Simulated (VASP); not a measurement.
OSZICAR of a VASP run on PdIn (CsCl type):

### OSZICAR
```
       N       E                     dE             d eps       ncg     rms          rms(c)
DAV:   1     0.147734345670E+03    0.14773E+03   -0.99401E+03   300   0.164E+03
DAV:   2    -0.200300209066E+01   -0.14974E+03   -0.14594E+03   314   0.383E+02
DAV:   3    -0.883962024913E+01   -0.68366E+01   -0.68189E+01   356   0.873E+01
DAV:   4    -0.896498407210E+01   -0.12536E+00   -0.12535E+00   356   0.116E+01
DAV:   5    -0.897235156297E+01   -0.73675E-02   -0.73674E-02   440   0.245E+00    0.586E+00
DAV:   6    -0.881562674223E+01    0.15672E+00   -0.35109E-01   398   0.955E+00    0.278E+00
DAV:   7    -0.878354537097E+01    0.32081E-01   -0.68987E-02   414   0.495E+00    0.114E+00
DAV:   8    -0.877819165207E+01    0.53537E-02   -0.20793E-02   335   0.139E+00    0.379E-01
DAV:   9    -0.877746067291E+01    0.73098E-03   -0.19024E-03   405   0.713E-01    0.476E-02
DAV:  10    -0.877746670274E+01   -0.60298E-05   -0.31519E-05   371   0.742E-02    0.236E-02
DAV:  11    -0.877746868564E+01   -0.19829E-05   -0.53541E-06   356   0.232E-02    0.272E-03
DAV:  12    -0.877746905954E+01   -0.37390E-06   -0.30535E-07   206   0.733E-03
   1 F= -.87774691E+01 E0= -.87764082E+01  d E =-.318256E-02
```

Task: Which electronic solver shows in the log?

Result: It is blocked Davidson (ALGO = Normal, or the opening steps of other solvers). The INCAR had ALGO = Normal.

Task: Can the final energy be trusted as converged?

Result: Self-consistency was reached. It stopped with EDIFF = 1E-6, NELM = 100 (PBE GGA, plane waves, VASP's PBE PAW potentials (set 64)).

The compound is PdIn in the CsCl type structure. The cell was not relaxed at this level. The run is one of a series of settings (KGAMMA = .FALSE., KSPACING = 0.35, KPOINTS file removed against the base run), some of them coarse on purpose. The electron count is odd and the run is not spin-polarised, which forces a metal.
